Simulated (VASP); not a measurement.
These are PBE GGA, VASP's PBE PAW potentials (set 64) (plane waves; VASP) values and carry that method's errors.

VASP input:

**INCAR**
```
SYSTEM = InP
PREC = Accurate
ENCUT = 300
EDIFF = 1E-6
NELM = 100
ALGO = Normal
LREAL = .FALSE.
LASPH = .TRUE.
ISMEAR = 0
SIGMA = 0.02
GGA = PE
LMAXMIX = 4
LWAVE = .FALSE.
LCHARG = .FALSE.
ISIF = 2
ISYM = 0
```

### KPOINTS
```
Automatic
0
gamma
 5 5 5
0 0 0
```

### POSCAR
```
InP
1
    0.0000000000     2.9413480000     2.9413480000
    2.9413480000     0.0000000000     2.9413480000
    2.9413480000     2.9413480000     0.0000000000
In P
1 1
Direct
  0.0000000000   0.0000000000   0.0000000000
  0.2500000000   0.2500000000   0.2500000000
```

POTCAR, in this order: In_d P (PBE.64 set). Program: vasp_std.

The resulting files:

File OUTCAR:
```
 ion  position               nearest neighbor table
   1  0.000  0.000  0.000-   2 2.55   2 2.55   2 2.55   2 2.55
   2  0.250  0.250  0.250-   1 2.55   1 2.55   1 2.55   1 2.55
 Subroutine IBZKPT returns following result:
 Found     63 irreducible k-points:

 Following reciprocal coordinates:
            Coordinates               Weight
  0.000000  0.000000  0.000000      1.000000
  0.200000  0.000000  0.000000      2.000000
  0.000000  0.200000  0.000000      2.000000
  0.000000  0.000000  0.200000      2.000000
  0.200000  0.200000  0.200000      2.000000
  0.400000  0.000000  0.000000      2.000000
  0.000000  0.400000  0.000000      2.000000
  0.000000  0.000000  0.400000      2.000000
  0.400000  0.400000  0.400000      2.000000
  0.200000  0.200000  0.000000      2.000000
  0.000000  0.200000  0.200000      2.000000
  0.200000  0.000000  0.200000      2.000000
  0.400000  0.200000  0.000000      2.000000
  0.000000  0.400000  0.200000      2.000000
  0.200000  0.000000  0.400000      2.000000
  0.200000  0.200000 -0.200000      2.000000
  0.400000  0.200000  0.400000      2.000000
  0.200000  0.400000  0.000000      2.000000
  0.200000 -0.200000 -0.200000      2.000000
  0.400000  0.400000  0.200000      2.000000
  0.000000  0.200000  0.400000      2.000000
 -0.200000  0.200000 -0.200000      2.000000
  0.200000  0.400000  0.400000      2.000000
  0.400000  0.000000  0.200000      2.000000
 -0.400000  0.200000  0.000000      2.000000
  0.000000 -0.400000  0.200000      2.000000
  0.200000  0.000000 -0.400000      2.000000
  0.200000  0.200000 -0.400000      2.000000
 -0.400000  0.400000 -0.400000      2.000000
  0.200000 -0.400000  0.000000      2.000000
  0.400000 -0.200000 -0.200000      2.000000
 -0.400000 -0.400000  0.400000      2.000000
  0.000000  0.200000 -0.400000      2.000000
 -0.200000  0.400000 -0.200000      2.000000
  0.400000 -0.400000 -0.400000      2.000000
 -0.400000  0.000000  0.200000      2.000000
 -0.200000  0.200000  0.000000      2.000000
  0.000000 -0.200000  0.200000      2.000000
  0.200000  0.000000 -0.200000      2.000000
  0.200000  0.200000  0.400000      2.000000
   k-points           NKPTS =     63   k-points in BZ     NKDIM =     63   number of bands    NBANDS=     13
   number of dos      NEDOS =    301   number of ions     NIONS =      2
   total plane-waves  NPLWV =  13824
   dimension x,y,z NGX =    24 NGY =   24 NGZ =   24
   dimension x,y,z NGXF=    48 NGYF=   48 NGZF=   48
   ions per type =               1   1
   PREC   = accura    normal or accurate (medium, high low for compatibility)
   ISTART =      0    job   : 0-new  1-cont  2-samecut
   ICHARG =      2    charge: 1-file 2-atom 10-const
   ISPIN  =      1    spin polarized calculation?
   LNONCOLLINEAR =      F non collinear calculations
   LSORBIT =      F    spin-orbit coupling
   INIWAV =      1    electr: 0-lowe 1-rand  2-diag
   ENCUT  =  300.0 eV  22.05 Ry    4.70 a.u.   5.87  5.87  5.87*2*pi/ulx,y,z
   NELM   =    100;   NELMIN=  2; NELMDL= -5     # of ELM steps
   EDIFF  = 0.1E-05   stopping-criterion for ELM
   LREAL  =      F    real-space projection
   NLSPLINE    = F    spline interpolate recip. space projectors
   LMAXMIX     =    4 max onsite mixed and CHGCAR
   VOSKOWN=      0    Vosko Wilk Nusair interpolation
   EDIFFG = 0.1E-04   stopping-criterion for IOM
   NSW    =      0    number of steps for IOM
   NBLOCK =      1;   KBLOCK =      1    inner block; outer block
   IBRION =     -1    ionic relax: 0-MD 1-quasi-New 2-CG
   NFREE  =      0    steps in history (QN), initial steepest desc. (CG)
   ISIF   =      2    stress and relaxation
   ISYM   =      0    0-nonsym 1-usesym 2-fastsym
...
```

OSZICAR:
```
       N       E                     dE             d eps       ncg     rms          rms(c)
DAV:   1     0.942849026356E+02    0.94285E+02   -0.64155E+03  1659   0.104E+03
DAV:   2    -0.277757994648E+01   -0.97062E+02   -0.94645E+02  1743   0.271E+02
DAV:   3    -0.864599316214E+01   -0.58684E+01   -0.58459E+01  2138   0.747E+01
DAV:   4    -0.877805317169E+01   -0.13206E+00   -0.13200E+00  2020   0.125E+01
DAV:   5    -0.878349054322E+01   -0.54374E-02   -0.54371E-02  2331   0.205E+00    0.563E+00
DAV:   6    -0.838257827176E+01    0.40091E+00   -0.74465E-01  2385   0.150E+01    0.348E+00
DAV:   7    -0.835379634687E+01    0.28782E-01   -0.21025E-01  2199   0.380E+00    0.128E+00
DAV:   8    -0.835423759608E+01   -0.44125E-03   -0.17483E-02  1962   0.190E+00    0.360E-01
DAV:   9    -0.835497713926E+01   -0.73954E-03   -0.22760E-03  2116   0.725E-01    0.191E-01
DAV:  10    -0.835504356482E+01   -0.66426E-04   -0.22290E-04  2153   0.131E-01    0.139E-01
DAV:  11    -0.835509502029E+01   -0.51455E-04   -0.31945E-05  1943   0.430E-02    0.573E-02
DAV:  12    -0.835511616214E+01   -0.21142E-04   -0.54466E-05  1783   0.121E-01    0.202E-02
DAV:  13    -0.835511643133E+01   -0.26919E-06   -0.22451E-06  1861   0.140E-02
   1 F= -.83551164E+01 E0= -.83551164E+01  d E =-.449547E-22
```

File OUTCAR:
```
------------------------ aborting loop because EDIFF is reached ----------------------------------------
  FORCE on cell =-STRESS in cart. coord.  units (eV):
  Direction    XX          YY          ZZ          XY          YZ          ZX
  --------------------------------------------------------------------------------------
  Total        0.6922200      0.6922222      0.6922111      0.0000734      0.0000728      0.0000741
  in kB       21.7914178     21.7914876     21.7911381      0.0023091      0.0022921      0.0023323
  external PRESSURE =      21.7913478 kB  Pullay stress =       0.0000000 kB
  volume of cell :       50.89
      direct lattice vectors                 reciprocal lattice vectors
     0.000000000  2.941348000  2.941348000    -0.169990086  0.169990086  0.169990086
     2.941348000  0.000000000  2.941348000     0.169990086 -0.169990086  0.169990086
     2.941348000  2.941348000  0.000000000     0.169990086  0.169990086 -0.169990086
  FREE ENERGIE OF THE ION-ELECTRON SYSTEM (eV)
  ---------------------------------------------------
  free  energy   TOTEN  =        -8.3551164313 eV

  energy  without entropy=       -8.3551164313  energy(sigma->0) =       -8.35511643
```
(Selected blocks of OUTCAR.)

At this cut-off the stress carries a Pulay error, which pulls relaxed volumes low.

The structure comes from a computed database's InP entry; how it stands against other phases isn't given here. The cell was not relaxed at this level. The run is one of a series of settings (ISYM = 0 against the base run), some of them coarse on purpose.
